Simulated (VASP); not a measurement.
Here is the system:

```
NaCl
1.0
    3.96028     0.00000     0.00000
    0.00000     5.60068     0.00000
    0.00000     0.00000    26.77627
Na Cl
6 6
Direct
  0.00000   0.00000   0.32138
  0.50000   0.50000   0.38462
  0.00000   0.00000   0.46489
  0.50000   0.50000   0.53511
  0.00000   0.00000   0.61538
  0.50000   0.50000   0.67862
  0.50000   0.00000   0.38943
  0.00000   0.50000   0.31390
  0.50000   0.00000   0.53823
  0.00000   0.50000   0.46177
  0.50000   0.00000   0.68610
  0.00000   0.50000   0.61057
```

Computed with PBEsol GGA, VASP's PBE PAW potentials (set 64) (plane waves; VASP). Run with PREC = Normal, 400 eV cut-off, 5×4×1 Γ-centred mesh, Gaussian smearing of 0.050 eV, potentials Na_pv Cl.

Estimate the energy per atom (σ→0), band gap (on the k-mesh) with the smallest direct gap where there is one.

```yaml
band gap (on the k-mesh): 4.36 eV
smallest direct gap (on the k-mesh): 4.36 eV
energy per atom (σ→0): -3.417 eV/atom
```

The absolute energy has meaning only against runs of the same code, potentials and settings.

The cell is a thin slab with vacuum, built from NaCl (rock salt): (110) face.
